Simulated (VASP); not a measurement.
A convergence study with VASP on MgTe (wurtzite): one setting is varied, all else stays as given below, so the limit is that of these other settings. Each run relaxes cell and ions from the cell shown. The basis is that of the starting cell, so low cut-offs carry a Pulay error.

```
CELL_PARAMETERS angstrom
      2.27500    -3.94042     0.00000
      2.27500     3.94042     0.00000
      0.00000     0.00000     7.39000
ATOMIC_POSITIONS crystal
  Mg 0.66667 0.33333 0.50000
  Mg 0.33333 0.66667 0.00000
  Te 0.66667 0.33333 0.87600
  Te 0.33333 0.66667 0.37600
```

Calculation: PBE GGA, VASP's PBE PAW potentials (set 64) (plane waves; VASP). The tightest run used: 700 eV cut-off, 4×4×3 Γ-centred mesh, Gaussian smearing of 0.050 eV, potentials Mg Te.

### Question
The settings run are ENCUT = 150; ENCUT = 200; ENCUT = 250; ENCUT = 300; ENCUT = 350; ENCUT = 400; ENCUT = 450; ENCUT = 500; ENCUT = 550; ENCUT = 600; ENCUT = 650; ENCUT = 700. From which on does the relaxed volume stay within 0.02 Å³/atom of the tightest run?…

### Answer
From ENCUT = 250 on: it is off by 0.011 there and by no more than 0.02 in any finer run, while ENCUT = 200 is off by 0.052.
```json
[
 {"setting": "ENCUT = 150", "relaxed volume (Å³/atom)": "34.352", "E (eV/atom)": "-3.1884", "plane waves": "572", "difference judged (Å³/atom)": "0.177"},
 {"setting": "ENCUT = 200", "relaxed volume (Å³/atom)": "34.477", "E (eV/atom)": "-3.1931", "plane waves": "864", "difference judged (Å³/atom)": "0.052"},
 {"setting": "ENCUT = 250", "relaxed volume (Å³/atom)": "34.518", "E (eV/atom)": "-3.1947", "plane waves": "1201", "difference judged (Å³/atom)": "0.011"},
 {"setting": "ENCUT = 300", "relaxed volume (Å³/atom)": "34.529", "E (eV/atom)": "-3.1954", "plane waves": "1578", "difference judged (Å³/atom)": "0.000"},
 {"setting": "ENCUT = 350", "relaxed volume (Å³/atom)": "34.527", "E (eV/atom)": "-3.1956", "plane waves": "1978", "difference judged (Å³/atom)": "0.002"},
 {"setting": "ENCUT = 400", "relaxed volume (Å³/atom)": "34.525", "E (eV/atom)": "-3.1958", "plane waves": "2430", "difference judged (Å³/atom)": "0.004"},
 {"setting": "ENCUT = 450", "relaxed volume (Å³/atom)": "34.532", "E (eV/atom)": "-3.1959", "plane waves": "2886", "difference judged (Å³/atom)": "0.003"},
 {"setting": "ENCUT = 500", "relaxed volume (Å³/atom)": "34.531", "E (eV/atom)": "-3.1959", "plane waves": "3393", "difference judged (Å³/atom)": "0.002"},
 {"setting": "ENCUT = 550", "relaxed volume (Å³/atom)": "34.529", "E (eV/atom)": "-3.1959", "plane waves": "3900", "difference judged (Å³/atom)": "0.000"},
 {"setting": "ENCUT = 600", "relaxed volume (Å³/atom)": "34.528", "E (eV/atom)": "-3.1960", "plane waves": "4438", "difference judged (Å³/atom)": "0.001"},
 {"setting": "ENCUT = 650", "relaxed volume (Å³/atom)": "34.528", "E (eV/atom)": "-3.1960", "plane waves": "5006", "difference judged (Å³/atom)": "0.001"},
 {"setting": "ENCUT = 700", "relaxed volume (Å³/atom)": "34.529", "E (eV/atom)": "-3.1960", "plane waves": "5599", "difference judged (Å³/atom)": "0.000"}
]
```

Left out are rungs that failed or repeat a setting and relaxations that didn't move; long series are thinned to 24 rows.

The compound is MgTe in the wurtzite structure.
